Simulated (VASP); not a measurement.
# FeC23 (a cell with a defect) in VASP: further runs, part 3 of 3

VASP 6.6.1.

## (6) Single point, PBEsol+U, collinear spin, ferromagnetic start

File INCAR:

```
ALGO = Normal ; EDIFF = 1E-5
ENCUT = 450 ; GGA = PS
ISIF = 2 ; ISMEAR = 0
ISPIN = 2 ; ISYM = 0
KPAR = 4 ; LASPH = True
LCHARG = False ; LDAU = True
LDAUJ = 0 0 ; LDAUL = 2 -1
LDAUPRINT = 1 ; LDAUTYPE = 2
LDAUU = 4 0 ; LMAXMIX = 4
LORBIT = 11 ; LREAL = Auto
LWAVE = False ; MAGMOM = 4 0 0 0 0 0 0 0 0 0 0 0 0 0 0 0 0 0 0 0 0 0 0 0
NBANDS = 72 ; NELM = 120
NUPDOWN = 4 ; PREC = Accurate
SIGMA = 0.03
```

File KPOINTS:

```
k-points
0
Gamma
  3 4 4
```

File POSCAR:

```
FeC23                                   
1.0
    0.0000000000      5.3503200000      5.3503200000
    3.5668800000      0.0000000000      3.5668800000
    3.5668800000      3.5668800000      0.0000000000
  Fe              C             
     1    23
Direct
     0.9941058467399687    0.0015947658391175    0.0015448538433791
     0.0004883876997670    0.0014471682375785    0.4975683943260661
     0.0005476052945744    0.4997632162095548    0.9991406163799518
     0.9999976832203495    0.5012175752377711    0.4995071355687417
     0.3324180758588697    0.0031494456080440    0.0010954708539399
     0.3387264240270494    0.0003939947072307    0.4904617664097872
     0.3389530145418347    0.4920346277996709    0.9985002774880773
     0.3319636770786374    0.5019783217182475    0.4998937598305562
     0.6679376726589238    0.0000868516379036    0.9978376726843389
     0.6591580069041912    0.0046654305227447    0.5064825312208954
     0.6591594258937805    0.5088218547967065    0.0023608575180629
     0.6670083656059919    0.5012646618836702    0.4990404454880168
     0.0937973054538472    0.1378256815084123    0.1354485614493706
     0.0968485534248469    0.1369901626925187    0.5805702722297019
     0.0973762120466274    0.5810202228855597    0.1354031434087954
     0.0840258749201532    0.6259469326372622    0.6237371020737916
     0.4259282867332579    0.1188673598511941    0.1170958771385432
     0.4120777119750750    0.1271204739727574    0.6300466760684755
     0.4120871829167793    0.6320874194749573    0.1251052776357894
     0.4176361822661977    0.6248178531677745    0.6228641058263200
     0.7110726643228823    0.1479545414421940    0.1452868711012672
     0.7504663538487540    0.1275323372202658    0.6237656344151588
     0.7505575313040213    0.6261154113823674    0.1251889915224966
     0.7475969552636004    0.6276146895664940    0.6253587055184778
```

Potentials or basis: VASP PAW PBE potentials, release 64 (Fe, C).

The run is started by

```
> cat potpaw_PBE.64/Fe/POTCAR potpaw_PBE.64/C/POTCAR > POTCAR
> mpirun -np 4 vasp_std > vasp.out
```

OUTCAR:

```text
EDIFF = 1E-5
   ENCUT = 450
   GGA = PS
   ISIF = 2
   ISMEAR = 0
   ISPIN = 2
   ISYM = 0
   LASPH = True
   LORBIT = 11
   LREAL = Auto
   NELM = 120
   NUPDOWN = 4
   PREC = Accurate

 ion  position               nearest neighbor table
   1  0.994  0.002  0.002-  13 1.73  15 1.73  14 1.73  21 1.75   9 2.48   3 2.51   4 2.52   2 2.52
                             2 2.53   4 2.53   3 2.53  10 2.54  11 2.55   5 2.56   7 2.59   6 2.59
   2  0.000  0.001  0.498-  13 1.50  14 1.50  22 1.54  16 1.55   1 2.52   1 2.53
   3  0.001  0.500  0.999-  13 1.50  15 1.50  23 1.54  16 1.55   1 2.51   1 2.53
   4  1.000  0.501  0.500-  14 1.51  15 1.51  16 1.54  24 1.56   1 2.52   1 2.53
   5  0.332  0.003  0.001-  13 1.48  18 1.53  19 1.53  17 1.53   1 2.56
   6  0.339  0.000  0.490-  14 1.50  17 1.54  20 1.55  18 1.55   1 2.59
   7  0.339  0.492  0.999-  15 1.50  17 1.54  20 1.55  19 1.55   1 2.59
   8  0.332  0.502  0.500-  16 1.53  20 1.54  19 1.54  18 1.54
   9  0.668  0.000  0.998-  17 1.50  21 1.50  23 1.54  22 1.54   1 2.48
  10  0.659  0.005  0.506-  21 1.50  18 1.53  24 1.55  22 1.55   1 2.54
  11  0.659  0.509  0.002-  21 1.50  19 1.53  24 1.55  23 1.55   1 2.55
  12  0.667  0.501  0.499-  24 1.54  22 1.54  23 1.54  20 1.54
  13  0.094  0.138  0.135-   5 1.48   3 1.50   2 1.50   1 1.73
  14  0.097  0.137  0.581-   6 1.50   2 1.50   4 1.51   1 1.73
  15  0.097  0.581  0.135-   7 1.50   3 1.50   4 1.51   1 1.73
  16  0.084  0.626  0.624-   8 1.53   4 1.54   3 1.55   2 1.55
  17  0.426  0.119  0.117-   9 1.50   5 1.53   7 1.54   6 1.54
  18  0.412  0.127  0.630-  10 1.53   5 1.53   8 1.54   6 1.55
  19  0.412  0.632  0.125-  11 1.53   5 1.53   8 1.54   7 1.55
  20  0.418  0.625  0.623-  12 1.54   8 1.54   6 1.55   7 1.55
  21  0.711  0.148  0.145-  11 1.50  10 1.50   9 1.50   1 1.75
  22  0.750  0.128  0.624-  12 1.54   9 1.54   2 1.54  10 1.55
  23  0.751  0.626  0.125-  12 1.54   9 1.54   3 1.54  11 1.55
  24  0.748  0.628  0.625-  12 1.54  11 1.55  10 1.55   4 1.56

IMPORTANT INFORMATION: All symmetrisations will be switched off!
NOSYMM: (Re-)initialisation of all symmetry stuff for point group C_1.

----------------------------------------------------------------------------------------

                                     Primitive cell

  volume of cell :     136.1403

  direct lattice vectors                    reciprocal lattice vectors
     0.000000000  5.350320000  5.350320000    -0.093452354  0.093452354  0.093452354
     3.566880000  0.000000000  3.566880000     0.140178531 -0.140178531  0.140178531
     3.566880000  3.566880000  0.000000000     0.140178531  0.140178531 -0.140178531

  length of vectors
     7.566495107  5.044330071  5.044330071     0.161864226  0.242796338  0.242796338

  position of ions in fractional coordinates (direct lattice)
     0.994105847  0.001594766  0.001544854
     0.000488388  0.001447168  0.497568394
     0.000547605  0.499763216  0.999140616
     0.999997683  0.501217575  0.499507136
     0.332418076  0.003149446  0.001095471
     0.338726424  0.000393995  0.490461766
[... 16 lines left out ...]
     0.750557531  0.626115411  0.125188992
     0.747596955  0.627614690  0.625358706

[... 186 lines left out ...]
  o =  0.0701  v =  0.0000  0.0000  0.0000  0.0000  0.0000 -0.0392 -0.0207  0.4949 -0.0356 -0.8671      0.0000  0.0000  0.0000  0.0000  0.0000  0.0000  0.0000  0.0000  0.0000  0.0000
  o =  0.6327  v =  0.0000  0.0000  0.0000  0.0000  0.0000  0.3314 -0.8750  0.0055  0.3529 -0.0054      0.0000  0.0000  0.0000  0.0000  0.0000  0.0000  0.0000  0.0000  0.0000  0.0000
  o =  0.6531  v =  0.0000  0.0000  0.0000  0.0000  0.0000 -0.6671  0.0460 -0.0543  0.7409 -0.0323      0.0000  0.0000  0.0000  0.0000  0.0000  0.0000  0.0000  0.0000  0.0000  0.0000
  o =  0.6588  v =  0.0000  0.0000  0.0000  0.0000  0.0000  0.6642  0.4815  0.0373  0.5689 -0.0436      0.0000  0.0000  0.0000  0.0000  0.0000  0.0000  0.0000  0.0000  0.0000  0.0000
  o =  0.9438  v =  0.8341  0.2232  0.2451 -0.4375  0.0546  0.0000  0.0000  0.0000  0.0000  0.0000      0.0000  0.0000  0.0000  0.0000  0.0000  0.0000  0.0000  0.0000  0.0000  0.0000
  o =  0.9451  v =  0.2412  0.5880  0.0160  0.7427 -0.2103  0.0000  0.0000  0.0000  0.0000  0.0000      0.0000  0.0000  0.0000  0.0000  0.0000  0.0000  0.0000  0.0000  0.0000  0.0000
  o =  0.9730  v = -0.1896  0.0004  0.8511  0.1726  0.4582  0.0000  0.0000  0.0000  0.0000  0.0000      0.0000  0.0000  0.0000  0.0000  0.0000  0.0000  0.0000  0.0000  0.0000  0.0000
  o =  0.9741  v =  0.1085  0.1262 -0.4640  0.1189  0.8619  0.0000  0.0000  0.0000  0.0000  0.0000      0.0000  0.0000  0.0000  0.0000  0.0000  0.0000  0.0000  0.0000  0.0000  0.0000
  o =  1.0089  v = -0.4453  0.7672 -0.0077 -0.4616  0.0033  0.0000  0.0000  0.0000  0.0000  0.0000      0.0000  0.0000  0.0000  0.0000  0.0000  0.0000  0.0000  0.0000  0.0000  0.0000

 number of electron     100.0000013 magnetization       3.9999999

 Free energy of the ion-electron system (eV)
  ---------------------------------------------------
  ext. energy  EPLUGINS =         0.00000000
  ---------------------------------------------------
  free energy    TOTEN  =      -218.28629515 eV

  energy without entropy =     -218.28556113  energy(sigma->0) =     -218.28592814

 E-fermi :   9.4892     XC(G=0): -13.6152

 val. band max:       12.1658379441   @ k =   0.3333   0.2500   0.2500
 cond. band min:      11.8174077730   @ k =   0.3333   0.0000   0.0000
 fundamental gap:     -0.3484301712
 Fermi energy:        12.2088532130

 spin component 1

 k-point     1 :       0.0000    0.0000    0.0000
  band No.  band energies     occupation
      1     -11.7000      1.00000
      2      -8.8831      1.00000
      3      -8.5444      1.00000
      4      -6.2516      1.00000
      5      -6.1476      1.00000
      6      -6.0950      1.00000
[... 3113 lines left out ...]
     61      17.5598      0.00000
     62      17.8266      0.00000

 [... further k-points ...]

 [bands above 62 left out]

------------------------ aborting loop because EDIFF is reached ----------------------------------------

  FORCE on cell =-STRESS in cart. coord.  units (eV):
  Direction    XX          YY          ZZ          XY          YZ          ZX
  --------------------------------------------------------------------------------------
  -------------------------------------------------------------------------------------
  Total       24.8831234     21.8514710     21.6843200     -3.1328404      1.8862908     -2.9429780
  in kB      292.8388720    257.1606475    255.1935178    -36.8690633     22.1989518    -34.6346538
  external PRESSURE =     268.3976791 kB  Pullay stress =       0.0000000 kB

 VOLUME and BASIS-vectors are now :
 -----------------------------------------------------------------------------
  energy-cutoff  :      450.00
  volume of cell :      136.14
      direct lattice vectors                 reciprocal lattice vectors
     0.000000000  5.350320000  5.350320000    -0.093452354  0.093452354  0.093452354
     3.566880000  0.000000000  3.566880000     0.140178531 -0.140178531  0.140178531
     3.566880000  3.566880000  0.000000000     0.140178531  0.140178531 -0.140178531

 POSITION                                       TOTAL-FORCE (eV/Angst)
 -----------------------------------------------------------------------------------
      0.01120      5.32429      5.32447         0.117963     -0.426065     -0.402911
      1.77993      1.77738      0.00777         0.031309     -0.060885      0.021654
      5.34641      3.56674      1.78553         0.022728      0.019249     -0.075907
      3.56946      7.13199      7.13809        -0.156943     -0.009737     -0.011806
      0.01514      1.78245      1.78978         0.177335     -0.015385     -0.014092
      1.75082      3.56171      1.81370         0.054031     -0.120324     -0.053460
[... 16 lines left out ...]
      2.67981      4.46226      6.24900        -0.024372     -0.094796     -0.060955
      4.46921      6.23046      6.23851         0.103077      0.003380      0.000915
 -----------------------------------------------------------------------------------
    total drift:                                0.000880      0.000318     -0.001360

  FREE ENERGIE OF THE ION-ELECTRON SYSTEM (eV)
  ---------------------------------------------------
  free  energy   TOTEN  =      -218.2862951461 eV

  energy  without entropy=     -218.2855611290  energy(sigma->0) =     -218.28592814

 total charge

# of ion       s       p       d       tot
------------------------------------------
    1        0.793   1.004   6.868   8.665
    2        0.831   1.763   0.000   2.594
    3        0.831   1.764   0.000   2.595
    4        0.828   1.748   0.000   2.576
    5        0.836   1.785   0.000   2.622
    6        0.830   1.753   0.000   2.583
[... 16 lines left out ...]
   23        0.828   1.740   0.000   2.568
   24        0.826   1.729   0.000   2.554
--------------------------------------------------
tot         19.992  41.614   6.868  68.475

 magnetization (x)

# of ion       s       p       d       tot
------------------------------------------
    1        0.026   0.280   2.757   3.063
    2        0.005   0.017   0.000   0.022
    3        0.005   0.017   0.000   0.022
    4        0.005   0.017   0.000   0.022
    5        0.006   0.017   0.000   0.023
    6        0.003   0.009   0.000   0.012
[... 16 lines left out ...]
   23        0.002   0.011   0.000   0.013
   24        0.002   0.011   0.000   0.012
--------------------------------------------------
tot          0.103   0.736   2.757   3.595
```

Wall time 2.9 min (4 MPI ranks of Intel Xeon 6975P-C (Granite Rapids), shared host); peak memory 0.45 GiB.

Results:

```yaml
Free_energy: -218.2863 eV
Largest_force: 1.459 eV/Å
Net_moment: 4.00 μB per cell
Site_moments: Fe +3.06; C +0.02, +0.01, -0.00, +0.04, +0.05, +0.13 μB
Valence_electrons_inside_the_program's_atomic_spheres: Fe 8.66; C 2.59, 2.60, 2.58, 2.62, 2.61, 2.69, 2.67, 2.57, 2.70, 2.55
```

Forces in eV/Å, atoms in the order of the input:
```
Fe   0.118 -0.426 -0.403
C    0.031 -0.061  0.022
C    0.023  0.019 -0.076
C   -0.157 -0.010 -0.012
C    0.177 -0.015 -0.014
C    0.054 -0.120 -0.053
C    0.054 -0.060 -0.124
C   -0.015  0.038  0.033
C    0.104 -0.228 -0.230
C   -0.042 -0.109  0.009
C   -0.036  0.007 -0.098
C   -0.011  0.000  0.009
C    0.724  0.907  0.885
C   -0.925 -0.313  0.945
C   -0.887  0.920 -0.293
C   -0.003  0.011  0.003
C   -0.197  0.105  0.107
C   -0.010  0.081 -0.019
C   -0.012 -0.025  0.086
C    0.015  0.004  0.004
C    0.937 -0.594 -0.617
C   -0.023 -0.039 -0.102
C   -0.024 -0.095 -0.061
C    0.103  0.003  0.001
```

Eigenvalues of the final occupation matrices:
```
    site  spin  trace               eigenvalues
site 1 d     1   4.84  0.94 0.95 0.97 0.97 1.01
site 1 d     2   2.08  0.07 0.07 0.63 0.65 0.66
```

Caveat: the k mesh is coarse (spacing up to 0.38 Å⁻¹), so the values aren't converged; the cutoff is under 1.25 times the usual one of these potentials, so pressure, stress and relaxed cells hold a basis-set (Pulay) error; the PAW data sets were made with another functional, which shifts forces and pressure a little; the total moment is fixed, so each spin has its own Fermi level; the U is typed as a test and isn't derived for this compound. The state reached can hang on the start; a lower one may exist.

## (7) The runs side by side

| task | U | fixed moment (μB) | cell | k mesh | mesh quality | moment (μB) | largest force (eV/Å) |
| --- | --- | --- | --- | --- | --- | --- | --- |
| relaxation of the atoms | Fe d U = 4 eV | 2 | atoms relaxed from: atoms moved at random, drawn with an rms of 0.05 Å | 3 × 4 × 4 | coarse | 2.00 | 0.03 |
| single point | Fe d U = 6 eV | 2 | as given | 3 × 4 × 4 | coarse | 2.00 | 0.10 |
| single point | Fe d U = 4 eV | 2 | as given | 3 × 5 × 5 | not flagged | 2.00 | 0.13 |
| single point | Fe d U = 4 eV | 4 | as given | 3 × 4 × 4 | coarse | 4.00 | 1.46 |

Alike in all rows: level PBEsol+U; potentials or basis VASP PAW PBE potentials, release 64 (Fe, C); spin collinear, ferromagnetic start; cutoff (eV) 450; smearing gaussian 0.03 eV.

Caveats: some runs use coarse meshes; the cutoff is under 1.25 times the usual one of these potentials, so pressure, stress and relaxed cells hold a basis-set (Pulay) error; the PAW data sets were made with another functional, which shifts forces and pressure a little; the total moment is fixed, so each spin has its own Fermi level; the U is typed as a test and isn't derived for this compound.

Absolute energies hang on the potentials; compare differences alone.
